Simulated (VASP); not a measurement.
Consider the following.

```yaml
crystal:
  lattice:
    - [0.00000, 3.25646, 3.25646]
    - [3.25646, 0.00000, 3.25646]
    - [3.25646, 3.25646, 0.00000]
  atoms:
    - { symbol: Na, position: [0.00000, 0.00000, 0.00000] }
    - { symbol: I, position: [0.50000, 0.50000, 0.50000] }
```

Level of theory: r2SCAN+rVV10, VASP's PBE PAW potentials (set 64) (plane waves; VASP). Numerical set-up: 520 eV cut-off, 7×7×7 Γ-centred mesh, Gaussian smearing of 0.050 eV, potentials Na_pv I.

Unless said otherwise, spin-orbit coupling is left out, though it shifts the bands of the heavy elements here.

Task: What does the run give for the energy per atom (σ→0), band gap (on the k-mesh) with the smallest direct gap where there is one?

Result: 
- band gap (on the k-mesh) = 4.31 eV
- smallest direct gap (on the k-mesh) = 4.31 eV
- energy per atom (σ→0) = -15285 meV/atom

The compound is NaI in the rock salt structure. This cell is one point of a volume scan, at 1.06 of the reference volume.
